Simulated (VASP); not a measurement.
## Sc15VN16: relaxation of cell and atoms with PBE

Sc15VN16:

```
CELL_PARAMETERS angstrom
-4.42050 -4.42050 4.42050
4.42050 4.42050 4.42050
-4.42050 4.42050 -4.42050
ATOMIC_POSITIONS crystal
V 0.00000 0.00000 0.00000
Sc 0.25000 0.00000 0.75000
Sc 0.00000 0.25000 0.75000
Sc 0.50000 0.00000 0.50000
Sc 0.25000 0.25000 0.50000
Sc 0.00000 0.50000 0.50000
Sc 0.75000 0.00000 0.25000
Sc 0.50000 0.25000 0.25000
Sc 0.25000 0.50000 0.25000
Sc 0.00000 0.75000 0.25000
Sc 0.75000 0.25000 0.00000
Sc 0.50000 0.50000 0.00000
Sc 0.25000 0.75000 0.00000
Sc 0.75000 0.50000 0.75000
Sc 0.50000 0.75000 0.75000
Sc 0.75000 0.75000 0.50000
N 0.00000 0.50000 0.00000
N 0.25000 0.50000 0.75000
N 0.00000 0.75000 0.75000
N 0.50000 0.50000 0.50000
N 0.25000 0.75000 0.50000
N 0.00000 0.00000 0.50000
N 0.75000 0.50000 0.25000
N 0.50000 0.75000 0.25000
N 0.25000 0.00000 0.25000
N 0.00000 0.25000 0.25000
N 0.75000 0.75000 0.00000
N 0.50000 0.00000 0.00000
N 0.25000 0.25000 0.00000
N 0.75000 0.00000 0.75000
N 0.50000 0.25000 0.75000
N 0.75000 0.25000 0.50000
```

The cell was built by a generator and needn't be a form met in nature.

| Item | Value |
| --- | --- |
| Program | VASP 6.6.1 |
| Task | relaxation of cell and atoms |
| Functional | PBE |
| Potentials or basis | VASP PAW PBE potentials, release 64 (V_sv, Sc_sv, N) |
| Cutoff | 600 eV |
| k mesh | 6 × 6 × 6 |
| Occupations | methfessel-paxton, width 0.1 eV |
| Spin | collinear spin, ferromagnetic start |
| Further INCAR settings | LREAL = Auto; ALGO = Normal; EDIFF = 1e-06; AMIX = 0.2; BMIX = 0.0001; IBRION = 2; EDIFFG = -0.01; NSW = 90; ISIF = 3 |

```
Relaxed volume                                        : 11.30 Å³/atom
Relaxed cell                                          : a = 7.773 Å, b = 7.773 Å, c = 7.773 Å, α = 109.47°, β = 109.47°, γ = 109.47°
Space group after relaxing (to 0.05 Å)                : Im-3m (No. 229)
Energy gained by relaxing                             : 24.2 meV/atom
Ionic steps                                           : 13
Pressure after relaxing                               : 0.0 GPa
Band gap on the k mesh                                : none (metal or under the smearing width)
Net moment                                            : 1.09 μB per cell
Site moments                                          : V +0.82; Sc +0.01; N +0.00, +0.01, -0.01 μB
Valence electrons inside the program's atomic spheres : V 11.32; Sc 9.62, 9.57; N 3.71, 3.70, 3.69
```

Step by step:
| step | energy change (eV) | largest force (eV/Å) | pressure (GPa) | volume (Å³) |
| --- | --- | --- | --- | --- |
| 1 | 0.0000 | 1.1147 | 10.51 | 345.52 |
| 2 | -0.0859 | 0.1819 | -9.81 | 382.16 |
| 3 | -0.6614 | 0.5855 | -0.98 | 363.81 |
| 4 | -0.6614 | 0.5954 | -0.79 | 363.44 |
| 5 | -0.7478 | 0.3233 | -0.27 | 362.15 |
| 6 | -0.7745 | 0.0347 | 0.35 | 360.97 |
| 7 | -0.7745 | 0.0393 | 0.32 | 361.02 |
| 8 | -0.7749 | 0.0105 | -0.34 | 362.20 |
| 9 | -0.7755 | 0.0117 | -0.06 | 361.69 |
| 10 | -0.7755 | 0.0123 | -0.06 | 361.67 |
| 11 | -0.7755 | 0.0130 | -0.03 | 361.64 |
| 12 | -0.7755 | 0.0125 | -0.03 | 361.66 |
| 13 | -0.7756 | 0.0030 | 0.01 | 361.56 |

Final structure:
```yaml
crystal:
  lattice:
    - [-4.48788, -4.48788, 4.48788]
    - [4.48788, 4.48788, 4.48788]
    - [-4.48788, 4.48788, -4.48788]
  atoms:
    - { symbol: V, position: [0.00000, 0.00000, 0.00000] }
    - { symbol: Sc, position: [0.24908, 0.00000, 0.75092] }
    - { symbol: Sc, position: [0.00000, 0.24908, 0.75092] }
    - { symbol: Sc, position: [0.50000, 0.00000, 0.50000] }
    - { symbol: Sc, position: [0.24908, 0.24908, 0.49817] }
    - { symbol: Sc, position: [0.00000, 0.50000, 0.50000] }
    - { symbol: Sc, position: [0.75092, 0.00000, 0.24908] }
    - { symbol: Sc, position: [0.49817, 0.24908, 0.24908] }
    - { symbol: Sc, position: [0.24908, 0.49817, 0.24908] }
    - { symbol: Sc, position: [0.00000, 0.75092, 0.24908] }
    - { symbol: Sc, position: [0.75092, 0.24908, 0.00000] }
    - { symbol: Sc, position: [0.50000, 0.50000, 0.00000] }
    - { symbol: Sc, position: [0.24908, 0.75092, 0.00000] }
    - { symbol: Sc, position: [0.75092, 0.50183, 0.75092] }
    - { symbol: Sc, position: [0.50183, 0.75092, 0.75092] }
    - { symbol: Sc, position: [0.75092, 0.75092, 0.50183] }
    - { symbol: N, position: [0.00000, 0.50000, 0.00000] }
    - { symbol: N, position: [0.25000, 0.50000, 0.75000] }
    - { symbol: N, position: [0.00000, 0.75919, 0.75919] }
    - { symbol: N, position: [0.50000, 0.50000, 0.50000] }
    - { symbol: N, position: [0.25000, 0.75000, 0.50000] }
    - { symbol: N, position: [0.00000, 0.00000, 0.50000] }
    - { symbol: N, position: [0.75000, 0.50000, 0.25000] }
    - { symbol: N, position: [0.50000, 0.75000, 0.25000] }
    - { symbol: N, position: [0.24081, 0.00000, 0.24081] }
    - { symbol: N, position: [0.00000, 0.24081, 0.24081] }
    - { symbol: N, position: [0.75919, 0.75919, 0.00000] }
    - { symbol: N, position: [0.50000, 0.00000, 0.00000] }
    - { symbol: N, position: [0.24081, 0.24081, 0.00000] }
    - { symbol: N, position: [0.75919, 0.00000, 0.75919] }
    - { symbol: N, position: [0.50000, 0.25000, 0.75000] }
    - { symbol: N, position: [0.75000, 0.25000, 0.50000] }
```

Levels at points of the mesh, in eV from the Fermi level:
Spin up:
| k point | band 126 | band 127 | band 128 | band 129 | band 130 | band 131 | band 132 | band 133 |
| --- | --- | --- | --- | --- | --- | --- | --- | --- |
| (0.00, 0.00, 0.00) | -0.87 | -0.87 | -0.87 | -0.57 | -0.57 | -0.57 | 0.63 | 0.63 |
| (0.50, 0.00, 0.00) | -2.02 | -1.67 | -1.55 | 0.05 | 0.08 | 0.13 | 1.07 | 1.16 |
| (0.50, 0.50, 0.50) | -1.36 | -1.36 | -1.36 | -0.24 | -0.24 | -0.24 | 0.50 | 0.53 |
Spin down:
```csv
k point,band 126,band 127,band 128,band 129,band 130,band 131
"(0.00, 0.00, 0.00)",-0.69,-0.69,-0.69,-0.57,-0.57,-0.57
"(0.50, 0.00, 0.00)",-2.02,-1.61,-1.55,0.60,0.75,0.80
"(0.50, 0.50, 0.50)",-1.36,-1.36,-1.36,0.13,0.13,0.13
```

Run time: 100 min on 8 MPI ranks on Intel(R) Xeon(R) 6975P-C (Granite Rapids), with other jobs on the host, peak memory 1.8 GiB a rank.

With open d or f shells a metallic result of PBE can be an artefact of self-interaction; +U or a hybrid may open a gap.
